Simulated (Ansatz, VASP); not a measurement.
# BP: VASP beside Ansatz, part 2 of 3

Aim: how closely do two programs agree when they are given the same cell, functional and k mesh? The cell is taken from a series of runs on this material, whose earlier steps may have relaxed, scaled, displaced or heated it; both programs get it as it stands.

VASP 6.6.1 and Ansatz 0.2.0.

So far: Starting point; Ansatz: zone-centre phonons, LDA, pair 1.

## Step 3: VASP: zone-centre phonons, LDA, pair 1

Level of this step: LDA; plane waves and PAW (B, P) (VASP).

The same cell, functional (in two slightly different forms) and mesh now go to VASP, with its own data sets.

Lines of VASP's logs that name or quote its potential files are left out, and so is its time.

Contents of INCAR:

```
SYSTEM = BP
PREC = Accurate
ENCUT = 500
EDIFF = 1E-08
NELM = 120
ISMEAR = 0
SIGMA = 0.01
LREAL = .FALSE.
ALGO = Normal
GGA = PW92
NBANDS = 10
LORBIT = 11
LWAVE = .FALSE.
LCHARG = .FALSE.
ISIF = 2
IBRION = 8
LEPSILON = .TRUE.
LASPH = .TRUE.
GGA_COMPAT = .FALSE.
EFERMI = MIDGAP
KPAR = 2
```

Contents of POSCAR:

```
BP
1.0
    0.0000000000      2.2601611153      2.2601611153
    2.2601611153      0.0000000000      2.2601611153
    2.2601611153      2.2601611153      0.0000000000
B P
1 1
Direct
    0.0000000000      0.0000000000      0.0000000000
    0.7500000000      0.7500000000      0.7500000000
```

Contents of KPOINTS:

```
Automatic mesh
0
Gamma
12 12 12
0 0 0
```

PAW data sets: B and P (LDA family, release 64).

Launch:

```
mpirun -np 2 vasp_std
```

Numbers of over 12 decimals in the logs are rounded to 6 here.

What it wrote:

```text
[banner, memory and clock lines left out]
running    2 mpi-ranks, on    1 nodes
 distrk:  each k-point on    1 cores,    2 groups
 distr:  one band on    1 cores,    1 groups

 POSCAR found type information on POSCAR B P
 POSCAR found :  2 types and       2 ions
|                                                                             |
|               ----> ADVICE to this user running VASP <----                  |
|                                                                             |
|     You enforced a specific xc type in the INCAR file but a different       |
|     [... a line on the potential file left out ...]
|     I HOPE YOU KNOW WHAT YOU ARE DOING!                                     |
|                                                                             |

 LDA part: xc-table for (Slater(with rela. corr.)+PW92), standard interpolation
 POSCAR, INCAR and KPOINTS ok, starting setup
 FFT: planning ... GRIDC
 FFT: planning ... GRID_SOFT
 FFT: planning ... GRID
 WAVECAR not read
 entering main loop
       N       E                     dE             d eps       ncg     rms          rms(c)
DAV:   1     0.766426846997E+01    0.76643E+01   -0.39989E+03  1440   0.699E+02
DAV:   2    -0.146832210277E+02   -0.22347E+02   -0.21419E+02  2012   0.109E+02
DAV:   3    -0.152489290208E+02   -0.56571E+00   -0.56449E+00  1770   0.160E+01
DAV:   4    -0.152511475318E+02   -0.22185E-02   -0.22181E-02  1762   0.110E+00
DAV:   5    -0.152511585475E+02   -0.11016E-04   -0.11016E-04  1762   0.744E-02    0.745E+00
DAV:   6    -0.145274049363E+02    0.72375E+00   -0.17107E+00  1620   0.606E+00    0.394E+00
DAV:   7    -0.144112578590E+02    0.11615E+00   -0.27207E-01  1848   0.279E+00    0.128E+00
DAV:   8    -0.143983741352E+02    0.12884E-01   -0.34405E-02  1718   0.103E+00    0.236E-01
DAV:   9    -0.143984013339E+02   -0.27199E-04   -0.73354E-04  1630   0.202E-01    0.154E-01
DAV:  10    -0.143983981393E+02    0.31946E-05   -0.14357E-04  1624   0.719E-02    0.341E-02
DAV:  11    -0.143984000488E+02   -0.19095E-05   -0.55210E-06  1854   0.132E-02    0.361E-02
DAV:  12    -0.143983997154E+02    0.33338E-06   -0.19363E-06  1678   0.623E-03    0.806E-03
DAV:  13    -0.143983997234E+02   -0.80062E-08   -0.72504E-08  1774   0.174E-03
   1 F= -.14398400E+02 E0= -.14398400E+02  d E =0.000000E+00
 Linear response reoptimize wavefunctions to high precision
DAV:   1    -0.143983997205E+02    0.29363E-08   -0.12218E-08  1622   0.516E-04
DAV:   2    -0.143983997205E+02   -0.39790E-10   -0.25309E-10   848   0.129E-04
 Linear response G [H, r] |phi>, progress :
  Direction:   1
       N       E                     dE             d eps       ncg     rms
RMM:   1    -0.441887827113E+02   -0.44189E+02   -0.91779E+01  3635   0.442E+01
RMM:   2    -0.330239889135E+02    0.11165E+02   -0.29301E+00  2345   0.112E+01
RMM:   3    -0.329919409546E+02    0.32048E-01   -0.40723E-02  2471   0.119E+00
RMM:   4    -0.329920773190E+02   -0.13636E-03   -0.83116E-03  2550   0.149E-01
RMM:   5    -0.329913477191E+02    0.72960E-03   -0.60861E-04  2562   0.194E-02
RMM:   6    -0.329912979133E+02    0.49806E-04   -0.99684E-05  2631   0.291E-03
RMM:   7    -0.329912857657E+02    0.12148E-04    0.24002E-05  2551   0.495E-04
RMM:   8    -0.329912848170E+02    0.94868E-06    0.42011E-05  2220   0.136E-04
RMM:   9    -0.329912843538E+02    0.46318E-06    0.45287E-05  1872   0.934E-05
RMM:  10    -0.329912841373E+02    0.21654E-06    0.63671E-05  1711   0.923E-05
RMM:  11    -0.329912831606E+02    0.97667E-06    0.11646E-04  1493   0.934E-05
RMM:  12    -0.329912854190E+02   -0.22584E-05    0.66077E-05  1329   0.945E-05
 Linear response G [H, r] |phi>, progress :
  Direction:   2
       N       E                     dE             d eps       ncg     rms
RMM:   1    -0.404765176169E+02   -0.40477E+02   -0.85315E+01  3629   0.421E+01
RMM:   2    -0.338090477672E+02    0.66675E+01   -0.19464E+00  2323   0.953E+00
RMM:   3    -0.337979454052E+02    0.11102E-01   -0.24738E-02  2460   0.985E-01
RMM:   4    -0.337984972253E+02   -0.55182E-03   -0.82946E-03  2541   0.125E-01
RMM:   5    -0.337977623979E+02    0.73483E-03   -0.65806E-04  2560   0.162E-02
RMM:   6    -0.337977124219E+02    0.49976E-04   -0.15079E-04  2617   0.244E-03
RMM:   7    -0.337977003181E+02    0.12104E-04   -0.28503E-05  2530   0.397E-04
RMM:   8    -0.337977002858E+02    0.32281E-07   -0.19737E-05  2203   0.101E-04
RMM:   9    -0.337977006561E+02   -0.37028E-06   -0.17194E-05  1923   0.672E-05
RMM:  10    -0.337976999393E+02    0.71679E-06   -0.17007E-05  1790   0.668E-05
RMM:  11    -0.337977006691E+02   -0.72976E-06   -0.15137E-05  1533   0.669E-05
RMM:  12    -0.337976999526E+02    0.71643E-06   -0.17472E-05  1306   0.675E-05
 Linear response G [H, r] |phi>, progress :
  Direction:   3
       N       E                     dE             d eps       ncg     rms
RMM:   1    -0.249120393243E+02   -0.24912E+02    0.64427E+01  3511   0.413E+01
RMM:   2    -0.202972784502E+02    0.46148E+01   -0.23450E+00  2318   0.992E+00
RMM:   3    -0.202676233097E+02    0.29655E-01   -0.43714E-02  2434   0.113E+00
RMM:   4    -0.202668429284E+02    0.78038E-03   -0.41237E-04  2505   0.141E-01
RMM:   5    -0.202668421334E+02    0.79494E-06   -0.12587E-05  2526   0.195E-02
RMM:   6    -0.202668421277E+02    0.57562E-08   -0.53183E-07  2558   0.296E-03
[...]
RMM:   1    -0.532401634249E+00   -0.53240E+00   -0.23939E+00 12708   0.296E+00
RMM:   2    -0.552973723475E+00   -0.20572E-01   -0.54614E-03  9125   0.452E-01    0.123E+00
RMM:   3    -0.537036888197E+00    0.15937E-01   -0.66138E-03  9314   0.466E-01    0.686E-01
RMM:   4    -0.550045452749E+00   -0.13009E-01   -0.63118E-03  9257   0.468E-01    0.112E-01
RMM:   5    -0.554251642095E+00   -0.42062E-02   -0.15686E-04  9387   0.826E-02    0.174E-02
RMM:   6    -0.554322785874E+00   -0.71144E-04   -0.11452E-06  9687   0.103E-02    0.873E-03
RMM:   7    -0.554395569131E+00   -0.72783E-04   -0.12800E-07  9675   0.283E-03    0.339E-04
RMM:   8    -0.554402980417E+00   -0.74113E-05   -0.58252E-10 10149   0.327E-04    0.175E-04
RMM:   9    -0.554403326647E+00   -0.34623E-06    0.39736E-09  9952   0.201E-04    0.422E-05
RMM:  10    -0.554403103338E+00    0.22331E-06   -0.29374E-09  6055   0.334E-05    0.667E-06
 change of polarisation eV/A/(eV/A) component  1 :     1.049     0.269     0.169
 dielectric tensor                  component  1 :     9.218     2.105     1.325
 Linear response to external field, progress :
  Direction:   2
       N       E                     dE             d eps       ncg     rms          rms(c)
RMM:   1    -0.532415899989E+00   -0.53242E+00   -0.23941E+00 12706   0.296E+00
RMM:   2    -0.552973470738E+00   -0.20558E-01   -0.54631E-03  9123   0.452E-01    0.123E+00
RMM:   3    -0.537036640147E+00    0.15937E-01   -0.66135E-03  9316   0.466E-01    0.686E-01
RMM:   4    -0.550045566556E+00   -0.13009E-01   -0.63113E-03  9261   0.468E-01    0.112E-01
RMM:   5    -0.554251854485E+00   -0.42063E-02   -0.15676E-04  9385   0.826E-02    0.174E-02
RMM:   6    -0.554323023583E+00   -0.71169E-04   -0.11196E-06  9687   0.103E-02    0.873E-03
RMM:   7    -0.554395813721E+00   -0.72790E-04   -0.12847E-07  9684   0.283E-03    0.339E-04
RMM:   8    -0.554403230716E+00   -0.74170E-05   -0.51593E-10 10132   0.327E-04    0.175E-04
RMM:   9    -0.554403570595E+00   -0.33988E-06    0.32625E-09  9985   0.200E-04    0.422E-05
RMM:  10    -0.554403351577E+00    0.21902E-06   -0.60887E-09  6033   0.332E-05    0.679E-06
 change of polarisation eV/A/(eV/A) component  2 :     0.214     1.049     0.176
 dielectric tensor                  component  2 :     1.673     9.218     1.379
 Linear response to external field, progress :
  Direction:   3
       N       E                     dE             d eps       ncg     rms          rms(c)
RMM:   1    -0.532400044729E+00   -0.53240E+00   -0.23939E+00 12706   0.296E+00
RMM:   2    -0.552974779458E+00   -0.20575E-01   -0.54386E-03  9125   0.452E-01    0.123E+00
RMM:   3    -0.537036960631E+00    0.15938E-01   -0.66089E-03  9315   0.466E-01    0.686E-01
RMM:   4    -0.550046060638E+00   -0.13009E-01   -0.63094E-03  9257   0.468E-01    0.112E-01
RMM:   5    -0.554251994191E+00   -0.42059E-02   -0.15680E-04  9385   0.826E-02    0.174E-02
RMM:   6    -0.554322966183E+00   -0.70972E-04   -0.11164E-06  9696   0.103E-02    0.874E-03
RMM:   7    -0.554395815813E+00   -0.72850E-04   -0.12652E-07  9672   0.283E-03    0.339E-04
RMM:   8    -0.554403220209E+00   -0.74044E-05    0.94388E-10 10140   0.327E-04    0.175E-04
RMM:   9    -0.554403567961E+00   -0.34775E-06    0.67410E-09  9975   0.201E-04    0.422E-05
RMM:  10    -0.554403349666E+00    0.21829E-06    0.40376E-09  6041   0.333E-05    0.679E-06
 change of polarisation eV/A/(eV/A) component  3 :     0.177     0.260     1.049
 dielectric tensor                  component  3 :     1.389     2.041     9.218
 Linear response DOF=           2
 Linear response progress:
  Degree of freedom:   1/  2
       N       E                     dE             d eps       ncg     rms          rms(c)
RMM:   1    -0.460610726672E-01   -0.46061E-01   -0.75919E-03 13711   0.115E+00
RMM:   2    -0.422304743653E-01    0.38306E-02   -0.53317E-04  8833   0.242E-01    0.149E-01
RMM:   3    -0.422434636136E-01   -0.12989E-04   -0.61133E-05  9114   0.901E-02    0.783E-02
RMM:   4    -0.426435051472E-01   -0.40004E-03   -0.10846E-04  8905   0.850E-02    0.959E-03
RMM:   5    -0.426275419913E-01    0.15963E-04    0.53573E-06  9494   0.109E-02    0.121E-03
RMM:   6    -0.426295487016E-01   -0.20067E-05    0.59712E-07  9477   0.133E-03    0.433E-04
RMM:   7    -0.426281218387E-01    0.14269E-05    0.48003E-07  9685   0.362E-04    0.108E-04
RMM:   8    -0.426283854914E-01   -0.26365E-06    0.16119E-07  9820   0.656E-05    0.318E-05
RMM:   9    -0.426283578528E-01    0.27639E-07    0.52467E-08 10089   0.235E-05    0.356E-06
RMM:  10    -0.426283754202E-01   -0.17567E-07    0.15388E-07 10006   0.738E-06    0.143E-06
RMM:  11    -0.426283676981E-01    0.77222E-08    0.12602E-07  8937   0.435E-06    0.197E-07
RMM:  12    -0.426283671013E-01    0.59679E-09    0.10938E-07  5909   0.320E-06    0.629E-08
 first order change of Fermi-energy   0.25902E+01
 force on displaced ion       1 direction 1 : -18.980   0.000   0.000
 Born effective charge ion    1 direction 1 :  -0.561   0.000   0.000
 Linear response progress:
  Degree of freedom:   2/  2
       N       E                     dE             d eps       ncg     rms          rms(c)
RMM:   1    -0.438973588018E-01   -0.43897E-01    0.14944E-03 12957   0.143E+00
RMM:   2    -0.411737329991E-01    0.27236E-02   -0.23070E-03  8703   0.222E-01    0.149E-01
RMM:   3    -0.410577978118E-01    0.11594E-03   -0.16269E-04  9262   0.367E-02    0.845E-02
RMM:   4    -0.413182477408E-01   -0.26045E-03   -0.89542E-05  9150   0.350E-02    0.769E-03
RMM:   5    -0.412847964444E-01    0.33451E-04   -0.16988E-05  9615   0.576E-03    0.378E-03
RMM:   6    -0.412776470527E-01    0.71494E-05   -0.14186E-06  9560   0.820E-04    0.227E-03
RMM:   7    -0.412772417511E-01    0.40530E-06    0.46165E-07  9674   0.404E-04    0.101E-04
RMM:   8    -0.412768399072E-01    0.40184E-06    0.29321E-07  9785   0.653E-05    0.392E-05
RMM:   9    -0.412767629540E-01    0.76953E-07    0.34846E-07 10016   0.213E-05    0.370E-06
RMM:  10    -0.412767893604E-01   -0.26406E-07    0.22116E-07 10140   0.653E-06    0.507E-06
RMM:  11    -0.412767834518E-01    0.59086E-08    0.21154E-07  8733   0.431E-06    0.310E-07
RMM:  12    -0.412767817099E-01    0.17419E-08    0.20381E-07  5187   0.318E-06    0.985E-08
 first order change of Fermi-energy  -0.25899E+01
 force on displaced ion       2 direction 1 : -18.980  -0.000  -0.000
 Born effective charge ion    2 direction 1 :   0.557   0.000   0.000
 Born effective charges drift removed
 Linear response finished
```

From OUTCAR (step 3):

```text
ion  position               nearest neighbor table
   1  0.000  0.000  0.000-   2 1.96   2 1.96   2 1.96   2 1.96
   2  0.750  0.750  0.750-   1 1.96   1 1.96   1 1.96   1 1.96

  LATTYP: Found a face centered cubic cell.
 ALAT       =     4.5203222306

 Subroutine GETGRP returns: Found 24 space group operations
 (whereof 24 operations were pure point group operations)

The static configuration has the point symmetry T_d .

 Found     72 irreducible k-points:

   k-points           NKPTS =     72   k-points in BZ     NKDIM =     72   number of bands    NBANDS=     10

   dimension x,y,z NGX =    24 NGY =   24 NGZ =   24
   dimension x,y,z NGXF=    48 NGYF=   48 NGZF=   48

   ENCUT  =  500.0 eV  36.75 Ry    6.06 a.u.   5.83  5.83  5.83*2*pi/ulx,y,z

   NELECT =       8.0000    total number of electrons

 k-points in reciprocal lattice and weights: Automatic mesh
   0.00000000  0.00000000  0.00000000       0.001
   0.08333333  0.00000000  0.00000000       0.005
   0.16666667  0.00000000  0.00000000       0.005
   0.25000000  0.00000000  0.00000000       0.005
   0.33333333  0.00000000  0.00000000       0.005
   0.41666667  0.00000000  0.00000000       0.005
   0.50000000  0.00000000  0.00000000       0.002
   0.08333333  0.08333333  0.00000000       0.003
   0.16666667  0.08333333  0.00000000       0.014
[...]
-0.33333333  0.50000000  0.16666667       0.007
  -0.25000000  0.50000000  0.25000000       0.003

 average (electrostatic) potential at core
       1 -29.8372       2 -82.1408

  Total       -0.5248374     -0.5248374     -0.5248374      0.0000000      0.0000000     -0.0000000
  in kB      -36.4155733    -36.4155733    -36.4155733      0.0000000      0.0000000     -0.0000000
  external PRESSURE =     -36.4155733 kB  Pullay stress =       0.0000000 kB

  energy-cutoff  :      500.00
  volume of cell :       23.09
      direct lattice vectors                 reciprocal lattice vectors
     0.000000000  2.260161115  2.260161115    -0.221223167  0.221223167  0.221223167
     2.260161115  0.000000000  2.260161115     0.221223167 -0.221223167  0.221223167
     2.260161115  2.260161115  0.000000000     0.221223167  0.221223167 -0.221223167

 POSITION                                       TOTAL-FORCE (eV/Angst)
 -----------------------------------------------------------------------------------
      0.00000      0.00000      0.00000         0.000000      0.000000      0.000000
      3.39024      3.39024      3.39024        -0.000000     -0.000000     -0.000000
 -----------------------------------------------------------------------------------
    total drift:                               -0.000000     -0.000000     -0.000000

 MACROSCOPIC STATIC DIELECTRIC TENSOR (including local field effects in DFT)
 ------------------------------------------------------
           9.217722    -0.000000    -0.000000
           0.000000     9.217722     0.000000
           0.000000     0.000000     9.217722
 ------------------------------------------------------

 PIEZOELECTRIC TENSOR (including local field effects)  for field in x, y, z        (C/m^2)
          XX          YY          ZZ          XY          YZ          ZX
  --------------------------------------------------------------------------------
  x     0.00000     0.00000    -0.00000     0.00000    -0.13564     0.00000
  y     0.00000    -0.00000     0.00000     0.00000     0.00000    -0.13564
  z     0.00000    -0.00000     0.00000    -0.13564     0.00000     0.00000

 BORN EFFECTIVE CHARGES (including local field effects) (in |e|, cummulative output)
 ---------------------------------------------------------------------------------
 ion    1
    1    -0.55740     0.00000     0.00000
    2     0.00000    -0.55740     0.00000
    3     0.00000     0.00000    -0.55740
 ion    2
    1     0.55740     0.00000     0.00000
    2     0.00000     0.55740     0.00000
    3     0.00000     0.00000     0.55740

 Eigenvectors and eigenvalues of the dynamical matrix
 ----------------------------------------------------

   1 f  =   24.059112 THz   151.167859 2PiTHz  802.525595 cm-1    99.500448 meV
             X         Y         Z           dx          dy          dz
      0.000000  0.000000  0.000000     0.000000    0.000000    0.860973
      3.390242  3.390242  3.390242     0.000000    0.000000   -0.508651

   2 f  =   24.059112 THz   151.167859 2PiTHz  802.525595 cm-1    99.500448 meV
             X         Y         Z           dx          dy          dz
      0.000000  0.000000  0.000000     0.000000   -0.860973    0.000000
      3.390242  3.390242  3.390242     0.000000    0.508651    0.000000

   3 f  =   24.059112 THz   151.167859 2PiTHz  802.525595 cm-1    99.500448 meV
             X         Y         Z           dx          dy          dz
      0.000000  0.000000  0.000000    -0.860973    0.000000    0.000000
      3.390242  3.390242  3.390242     0.508651    0.000000    0.000000

   4 f/i=    0.000088 THz     0.000553 2PiTHz    0.002937 cm-1     0.000364 meV
             X         Y         Z           dx          dy          dz
      0.000000  0.000000  0.000000     0.000000    0.508651    0.000000
      3.390242  3.390242  3.390242     0.000000    0.860973    0.000000

   5 f/i=    0.000088 THz     0.000553 2PiTHz    0.002937 cm-1     0.000364 meV
             X         Y         Z           dx          dy          dz
      0.000000  0.000000  0.000000    -0.508651    0.000000    0.000000
      3.390242  3.390242  3.390242    -0.860973    0.000000    0.000000

   6 f/i=    0.000088 THz     0.000553 2PiTHz    0.002937 cm-1     0.000364 meV
             X         Y         Z           dx          dy          dz
      0.000000  0.000000  0.000000     0.000000    0.000000   -0.508651
      3.390242  3.390242  3.390242     0.000000    0.000000   -0.860973

 MACROSCOPIC STATIC DIELECTRIC TENSOR IONIC CONTRIBUTION
 ------------------------------------------------------
           0.128276     0.000000     0.000000
           0.000000     0.128276     0.000000
           0.000000     0.000000     0.128276
 ------------------------------------------------------

 ELASTIC MODULI CONTR FROM IONIC RELAXATION (kBar)
 Direction    XX          YY          ZZ          XY          YZ          ZX
 --------------------------------------------------------------------------------
 XX          -0.0000     -0.0000      0.0000      0.0000     -0.0000     -0.0000
 YY          -0.0000     -0.0000      0.0000      0.0000     -0.0000     -0.0000
 ZZ           0.0000      0.0000     -0.0000     -0.0000      0.0000      0.0000
 XY           0.0000      0.0000     -0.0000   -171.9580      0.0000      0.0000
 YZ          -0.0000     -0.0000      0.0000      0.0000   -171.9580      0.0000
 ZX          -0.0000     -0.0000      0.0000      0.0000      0.0000   -171.9580
 --------------------------------------------------------------------------------

 PIEZOELECTRIC TENSOR IONIC CONTR  for field in x, y, z        (C/m^2)
          XX          YY          ZZ          XY          YZ          ZX
  --------------------------------------------------------------------------------
  x     0.00000     0.00000    -0.00000     0.00000     0.13975     0.00000
  y     0.00000     0.00000    -0.00000     0.00000     0.00000     0.13975
  z    -0.00000    -0.00000     0.00000     0.13975     0.00000     0.00000
```

## Step 4: Comparison

Known differences besides the potentials themselves: fixed occupations in Ansatz, narrow Gaussian smearing in VASP; VASP's response is taken on the typed mesh, Ansatz refines its own for the field response alone; the cutoff is 420 eV in Ansatz and 500 eV in VASP; VASP's log shows a relativistic correction to its local exchange, Ansatz's none. Total energies have different zeros and are not compared.

The two programs side by side:

| quantity | Ansatz | VASP | difference |
| --- | --- | --- | --- |
| ε∞ xx | 9.19 | 9.22 | -0.26 % |
| ε∞ yy | 9.19 | 9.22 | -0.26 % |
| ε∞ zz | 9.19 | 9.22 | -0.26 % |
| Born charge of B1 (mean of the diagonal) (e) | -0.58 | -0.56 | -0.02 |
| Born charge of P2 (mean of the diagonal) (e) | 0.58 | 0.56 | +0.02 |
| optical mode 1 to 3 (cm⁻¹) | 804.6 | 802.5 | +0.26 % |

Modes are paired by rising frequency, not by their patterns, so a pair may set unlike modes beside each other; they are those without the splitting of longitudinal modes.

[end of part 2 of 3]

[Lines on the potential files, build, host, timing and source positions are cut from VASP's logs without a mark.]

[Logs are printed without paths, hosts, clocks, repeated set-up lines and the standing remarks that a program may print on its own settings, such as how far it seeks lower states.]

[Hosts, paths, dates, database ids (printed as entryN), source tags and the programs' standing remarks are cut or masked in the printed files.]
